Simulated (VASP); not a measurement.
# KH7C3O3 (P1) in VASP: further runs

One crystal, KH7C3O3, is run at these levels: PBE; tasks: single point.

Program: VASP 6.6.1. These are calculated values, not measurements. Logs are shortened: lines on timing, memory, paths and dates and some standing lists are left out, and cuts for length are marked.

## (1) Starting point

The typed cell holds 28 atoms: a = 5.239 Å, b = 5.239 Å, c = 9.067 Å, α = 92.47°, β = 92.47°, γ = 87.77°.

## (2) Single point, PBE

Input file INCAR:

```
PREC = Accurate ; ENCUT = 520
EDIFF = 1E-6 ; ISMEAR = -1
SIGMA = 0.05 ; LREAL = Auto
LASPH = T ; NELM = 100
ALGO = Normal ; ISIF = 2
LWAVE = F ; LCHARG = F
GGA = PE ; NBANDS = 66
```

Input file KPOINTS:

```
Automatic mesh
0
Gamma
  2 2 1
```

Input file POSCAR:

```
KH7C3O3
1.0
    3.7757000000     -3.6316000000      0.0000000000
    3.7757000000      3.6316000000      0.0000000000
   -0.5412360000      0.0000000000      9.0513320000
K H C O
2 14 6 6
Direct
    0.6678804933      0.7301120166      0.9467225376
    0.3212036908      0.2962009372      0.0560469995
    0.9021667001      0.0855844774      0.2103557797
    0.8016961499      0.1623911604      0.8088975192
    0.1242172170      0.8436246408      0.8349047411
    0.2050749778      0.8066280123      0.2109744731
    0.1159689509      0.4810972690      0.3248914082
    0.5493685521      0.8797188110      0.6740223428
    0.9382996222      0.5895552671      0.6672167146
    0.5036336867      0.0748419695      0.3424578835
    0.7856281342      0.3853637879      0.3957870510
    0.5908793023      0.2173524822      0.6059108206
    0.2772996520      0.5866123517      0.6081867288
    0.4199293594      0.7671592306      0.4097849908
    0.9005480306      0.8791249664      0.4428961395
    0.0454202076      0.1372805446      0.5785336346
    0.8739454417      0.5073852479      0.3035464835
    0.4705404464      0.1030164900      0.6904177197
    0.1451618495      0.5018641295      0.6974332618
    0.5451704628      0.8462774130      0.3255321979
    0.8166676194      0.7795214579      0.3215438347
    0.1611533937      0.2011357706      0.6989468511
    0.7795793624      0.4001598228      0.1663622547
    0.6092843338      0.1603912839      0.8263756097
    0.2128343780      0.6141726311      0.8425721209
    0.3972741095      0.7932979006      0.1872431593
    0.9504717595      0.8843025778      0.2096266052
    0.0483401725      0.0941877328      0.8185756527
```

Potentials or basis: VASP PAW PBE potentials, release 64 (K_sv, H, C, O).

Started as:

```sh
$ cat potpaw_PBE.64/K_sv/POTCAR potpaw_PBE.64/H/POTCAR potpaw_PBE.64/C/POTCAR potpaw_PBE.64/O/POTCAR > POTCAR
$ mpirun -np 1 vasp_std > vasp.out
```

OUTCAR:

```text
PREC = Accurate
   ENCUT = 520
   EDIFF = 1E-6
   ISMEAR = -1
   LREAL = Auto
   LASPH = T
   NELM = 100
   ISIF = 2
   GGA = PE

 ion  position               nearest neighbor table
   1  0.668  0.730  0.947-  24 2.55  25 2.61  26 2.65  23 2.72  27 2.85   2 3.18   2 3.54
   2  0.321  0.296  0.056-  23 2.63  25 2.64  24 2.68  28 2.73  26 2.85   1 3.18   1 3.54
   3  0.902  0.086  0.210-  27 1.07
   4  0.802  0.162  0.809-  24 1.03  28 1.33
   5  0.124  0.844  0.835-  25 1.28  28 1.37
   6  0.205  0.807  0.211-  26 1.04  27 1.38
   7  0.116  0.481  0.325-  17 1.28
   8  0.549  0.880  0.674-  18 1.23
   9  0.938  0.590  0.667-  19 1.19
  10  0.504  0.075  0.342-  20 1.21
  11  0.786  0.385  0.396-  17 1.19
  12  0.591  0.217  0.606-  18 1.21
  13  0.277  0.587  0.608-  19 1.20
  14  0.420  0.767  0.410-  20 1.13
  15  0.901  0.879  0.443-  21 1.27
  16  0.045  0.137  0.579-  22 1.26
  17  0.874  0.507  0.304-  11 1.19   7 1.28  23 1.42  21 1.45
  18  0.471  0.103  0.690-  12 1.21   8 1.23  24 1.43  22 1.69
  19  0.145  0.502  0.697-   9 1.19  13 1.20  25 1.45  22 1.58
  20  0.545  0.846  0.326-  14 1.13  10 1.21  21 1.45  26 1.47
  21  0.817  0.780  0.322-  15 1.27  27 1.40  17 1.45  20 1.45
  22  0.161  0.201  0.699-  16 1.26  28 1.40  19 1.58  18 1.69
  23  0.780  0.400  0.166-  17 1.42   2 2.63   1 2.72
  24  0.609  0.160  0.826-   4 1.03  18 1.43   1 2.55   2 2.68
  25  0.213  0.614  0.843-   5 1.28  19 1.45   1 2.61   2 2.64
  26  0.397  0.793  0.187-   6 1.04  20 1.47   1 2.65   2 2.85
  27  0.950  0.884  0.210-   3 1.07   6 1.38  21 1.40   1 2.85
  28  0.048  0.094  0.819-   4 1.33   5 1.37  22 1.40   2 2.73

  LATTYP: Found a base centered monoclinic cell.
 ALAT       =     7.5514000000
 B/A-ratio  =     0.9618348915
 C/A-ratio  =     1.2007706533
 COS(beta)  =    -0.0596896641

  Lattice vectors:

 A1 = (   3.7757000000,  -3.6316000000,   0.0000000000)
 A2 = (   3.7757000000,   3.6316000000,   0.0000000000)
 A3 = (  -0.5412360000,   0.0000000000,   9.0513320000)

Analysis of symmetry for initial positions (statically):
=====================================================================
 Subroutine PRICEL returns:
 Original cell was already a primitive cell.

 Routine SETGRP: Setting up the symmetry group for a
 base centered monoclinic supercell.

 Subroutine GETGRP returns: Found  1 space group operations
 (whereof  1 operations were pure point group operations)
 out of a pool of  4 trial point group operations.

The static configuration has the point symmetry C_1 .

Analysis of symmetry for dynamics (positions and initial velocities):
=====================================================================
 Subroutine PRICEL returns:
 Original cell was already a primitive cell.

 Routine SETGRP: Setting up the symmetry group for a
 base centered monoclinic supercell.

 Subroutine GETGRP returns: Found  1 space group operations
 (whereof  1 operations were pure point group operations)
 out of a pool of  4 trial point group operations.

The dynamic configuration has the point symmetry C_1 .

 Subroutine INISYM returns: Found  1 space group operations
 (whereof  1 operations are pure point group operations),
 and found     1 'primitive' translations

----------------------------------------------------------------------------------------

                                     Primitive cell

  volume of cell :     248.2207

  direct lattice vectors                    reciprocal lattice vectors
     3.775700000 -3.631600000  0.000000000     0.132425775 -0.137680361  0.007918569
     3.775700000  3.631600000  0.000000000     0.132425775  0.137680361  0.007918569
    -0.541236000  0.000000000  9.051332000     0.000000000  0.000000000  0.110480977

  length of vectors
     5.238743079  5.238743079  9.067499511     0.191194068  0.191194068  0.110480977

  position of ions in fractional coordinates (direct lattice)
     0.667880493  0.730112017  0.946722538
     0.321203691  0.296200937  0.056046999
     0.902166700  0.085584477  0.210355780
     0.801696150  0.162391160  0.808897519
     0.124217217  0.843624641  0.834904741
     0.205074978  0.806628012  0.210974473
[... 20 lines left out ...]
     0.950471759  0.884302578  0.209626605
     0.048340172  0.094187733  0.818575653

  ion indices of the primitive-cell ions
   primitive index   ion index
                 1           1
                 2           2
                 3           3
                 4           4
                 5           5
                 6           6
[... 20 lines left out ...]
                27          27
                28          28

----------------------------------------------------------------------------------------

 KPOINTS: Automatic mesh

Automatic generation of k-mesh.
 Grid dimensions read from file:
 generate k-points for:    2    2    1

 Generating k-lattice:

  Cartesian coordinates                     Fractional coordinates (reciprocal lattice)
     0.066212888 -0.068840181  0.003959284     0.500000000  0.000000000  0.000000000
     0.066212888  0.068840181  0.003959284     0.000000000  0.500000000  0.000000000
     0.000000000  0.000000000  0.110480977     0.000000000  0.000000000  1.000000000

  Length of vectors
     0.095597034  0.095597034  0.110480977

  Shift w.r.t. Gamma in fractional coordinates (k-lattice)
     0.000000000  0.000000000  0.000000000

 Subroutine IBZKPT returns following result:
 ===========================================

 Found      4 irreducible k-points:

 Following reciprocal coordinates:
            Coordinates               Weight
  0.000000  0.000000  0.000000      1.000000
  0.500000 -0.000000  0.000000      1.000000
 -0.000000  0.500000  0.000000      1.000000
  0.500000  0.500000  0.000000      1.000000
   k-points           NKPTS =      4   k-points in BZ     NKDIM =      4   number of bands    NBANDS=     66
   number of dos      NEDOS =    301   number of ions     NIONS =     28
   total plane-waves  NPLWV = 112000
   dimension x,y,z NGX =    40 NGY =   40 NGZ =   70
   dimension x,y,z NGXF=    80 NGYF=   80 NGZF=  140
   ions per type =               2  14   6   6
   NGX,Y,Z   is equivalent  to a cutoff of  12.69, 12.69, 12.83 a.u.
   NGXF,Y,Z  is equivalent  to a cutoff of  25.39, 25.39, 25.67 a.u.
 SYSTEM =  unknown system
   PREC   = accura    normal or accurate (medium, high low for compatibility)
   ISTART =      0    job   : 0-new  1-cont  2-samecut
   ICHARG =      2    charge: 1-file 2-atom 10-const
   ISPIN  =      1    spin polarized calculation?
   LNONCOLLINEAR =      F non collinear calculations
   LSORBIT =      F    spin-orbit coupling
   LASPH  =      T    aspherical Exc in radial PAW
   ENCUT  =  520.0 eV  38.22 Ry    6.18 a.u.   9.74  9.74 16.86*2*pi/ulx,y,z
   NELM   =    100;   NELMIN=  2; NELMDL= -5     # of ELM steps
   EDIFF  = 0.1E-05   stopping-criterion for ELM
   LREAL  =      T    real-space projection
   EDIFFG = 0.1E-04   stopping-criterion for IOM
   NSW    =      0    number of steps for IOM
   IBRION =     -1    ionic relax: 0-MD 1-quasi-New 2-CG
   NFREE  =      0    steps in history (QN), initial steepest desc. (CG)
   ISIF   =      2    stress and relaxation
   ISYM   =      2    0-nonsym 1-usesym 2-fastsym
   POTIM  = 0.5000    time-step for ionic-motion
   TEBEG  =    0.0;   TEEND  =   0.0 temperature during run
   PSTRESS=    0.0 pullay stress
   NELECT =      92.0000    total number of electrons
   NUPDOWN=      -1.0000    fix difference up-down
   EMIN   =  10.00;   EMAX   =-10.00  energy-range for DOS
   EFERMI =   0.00;   METHOD = LEGACY
   ISMEAR =    -1;   SIGMA  =   0.05  broadening in eV -4-tet -1-fermi 0-gaus
   EFERMI_NEDOS =   21; number of points for ismear=-14 and -15
   IALGO  =     38    algorithm
   IMIX   =      4    mixing-type and parameters
     AMIX     =   0.40;   BMIX     =  1.00
     AMIX_MAG =   1.60;   BMIX_MAG =  1.00
  volume/ion in A,a.u.               =       8.87        59.82
  Fermi-wavevector in a.u.,A,eV,Ry     =   1.175957  2.222237 18.815155  1.382875
  Thomas-Fermi vector in A             =   2.312329
   LORBIT       =      0    0 simple, 1 ext, 2 COOP (PROOUT), +10 PAW based schemes
   GGA     = PE    functional components
   LHFCALC =     F    Hartree Fock is set to
   AEXX    =    0.0000 exact exchange contribution
   IVDW    =     0    specifies the selected vdW correction
   LEPSILON=     F    determine dielectric tensor
   LRPA    =     F    only Hartree local field effects (RPA)
 non-spin polarized calculation
  energy-cutoff  :      520.00
  volume of cell :      248.22
 maximum number of plane-waves:      6715
 NGX is ok and might be reduce to    40
   NGX = 19   NGY = 19   NGZ = 33

 number of electron      92.0000003 magnetization

 Free energy of the ion-electron system (eV)
  ---------------------------------------------------
  ext. energy  EPLUGINS =         0.00000000
  ---------------------------------------------------
  free energy    TOTEN  =      -148.12420349 eV

  energy without entropy =     -148.12420349  energy(sigma->0) =     -148.12420349

 E-fermi :   1.7040     XC(G=0):  -8.7178

 val. band max:        0.4466788292   @ k =   0.0000   0.0000   0.0000
 cond. band min:       3.5010283880   @ k =   0.0000   0.0000   0.0000
 fundamental gap:      3.0543495589
 Fermi energy:         1.7039744113

 k-point     1 :       0.0000    0.0000    0.0000
  band No.  band energies     occupation
      1     -27.9401      2.00000
      2     -27.7492      2.00000
      3     -21.3793      2.00000
      4     -20.4335      2.00000
      5     -19.2209      2.00000
      6     -19.1151      2.00000
[... 50 lines left out ...]
     57       7.9385      0.00000
     58       8.4614      0.00000

 k-point     2 :       0.5000   -0.0000    0.0000
  band No.  band energies     occupation
      1     -27.9357      2.00000
      2     -27.7513      2.00000
      3     -21.2292      2.00000
      4     -20.0901      2.00000
      5     -19.5917      2.00000
      6     -19.5576      2.00000
[... 50 lines left out ...]
     57       8.3050      0.00000
     58       8.4053      0.00000

 k-point     3 :      -0.0000    0.5000    0.0000
  band No.  band energies     occupation
      1     -27.9278      2.00000
      2     -27.7596      2.00000
      3     -21.3421      2.00000
      4     -20.3648      2.00000
      5     -19.2269      2.00000
      6     -18.9324      2.00000
[... 50 lines left out ...]
     57       8.1622      0.00000
     58       8.3135      0.00000

 k-point     4 :       0.5000    0.5000    0.0000
  band No.  band energies     occupation
      1     -27.9257      2.00000
      2     -27.7593      2.00000
      3     -21.1885      2.00000
      4     -20.0365      2.00000
      5     -19.5581      2.00000
      6     -19.4193      2.00000
[... 50 lines left out ...]
     57       7.9769      0.00000
     58       8.3874      0.00000
 [bands above 58 left out]

------------------------ aborting loop because EDIFF is reached ----------------------------------------

  FORCE on cell =-STRESS in cart. coord.  units (eV):
  Direction    XX          YY          ZZ          XY          YZ          ZX
  --------------------------------------------------------------------------------------
  -------------------------------------------------------------------------------------
  Total       -5.7603094     -8.7026287     -3.6741043     -2.5688068      1.9334704     -1.0060328
  in kB      -37.1807733    -56.1724106    -23.7150521    -16.5807449     12.4798723     -6.4935881
  external PRESSURE =     -39.0227453 kB  Pullay stress =       0.0000000 kB

 VOLUME and BASIS-vectors are now :
 -----------------------------------------------------------------------------
  energy-cutoff  :      520.00
  volume of cell :      248.22
      direct lattice vectors                 reciprocal lattice vectors
     3.775700000 -3.631600000  0.000000000     0.132425775 -0.137680361  0.007918569
     3.775700000  3.631600000  0.000000000     0.132425775  0.137680361  0.007918569
    -0.541236000  0.000000000  9.051332000     0.000000000  0.000000000  0.110480977

 POSITION                                       TOTAL-FORCE (eV/Angst)
 -----------------------------------------------------------------------------------
      4.76600      0.22600      8.56910        -0.009279     -0.759401      0.184210
      2.30080     -0.09080      0.50730        -0.252491      0.182136      0.411615
      3.61560     -2.96550      1.90400        -0.602448     -0.622357     -0.708635
      3.20230     -2.32170      7.32160        -0.176236     -0.445232      0.307723
      3.20240      2.61260      7.55700        -0.159542     -1.366780     -0.187614
      3.70570      2.18460      1.90960         0.936949     -0.432761     -0.327715
[... 20 lines left out ...]
      6.81410     -0.24030      1.89740         1.124489      3.327982     -0.538020
      0.09510      0.16650      7.40920         0.999822     -1.567622     -0.429467
 -----------------------------------------------------------------------------------
    total drift:                               -0.010558      0.014141     -0.008383

  FREE ENERGIE OF THE ION-ELECTRON SYSTEM (eV)
  ---------------------------------------------------
  free  energy   TOTEN  =      -148.1242034927 eV

  energy  without entropy=     -148.1242034927  energy(sigma->0) =     -148.12420349
```

Wall time 77 s (1 thread of Intel Xeon 6975P-C (Granite Rapids), shared host); peak memory 0.34 GiB.

What came out:

```yaml
Free_energy: -148.1242 eV
Pressure: -3.9 GPa
Largest_force: 5.730 eV/Å
Band_gap_on_the_k_mesh: 3.05 eV, direct
```

Forces on the atoms (eV/Å):
```
K   -0.009 -0.759  0.184
K   -0.252  0.182  0.412
H   -0.602 -0.622 -0.709
H   -0.176 -0.445  0.308
H   -0.160 -1.367 -0.188
H    0.937 -0.433 -0.328
H   -1.739  1.790 -0.317
H   -0.032  2.902 -0.718
H    0.158 -1.915  0.053
H   -0.769 -2.096  0.191
H    1.740  0.329 -0.708
H   -2.347  0.592  0.650
H   -1.812 -0.064  1.206
H    1.028 -1.095  0.058
H   -1.585 -0.515 -2.149
H    1.420 -0.770  2.262
C   -2.330 -4.056  0.641
C    1.536 -1.559 -0.717
C    0.903  1.249  0.170
C   -0.863  5.599 -0.859
C    1.894  0.156  3.570
C    0.216 -1.489 -2.864
O    0.764 -1.406  1.140
O   -0.927  2.703  0.651
O    0.462  2.234 -1.047
O    0.421 -0.907  0.078
O    1.124  3.328 -0.538
O    1.000 -1.568 -0.429
```

Caveat: the k mesh is coarse (spacing up to 0.69 Å⁻¹), so the values aren't converged; forces of over 1 eV/Å show positions far from the minimum, so gaps and moduli don't describe the material at rest.

[end of part 1 of 2]
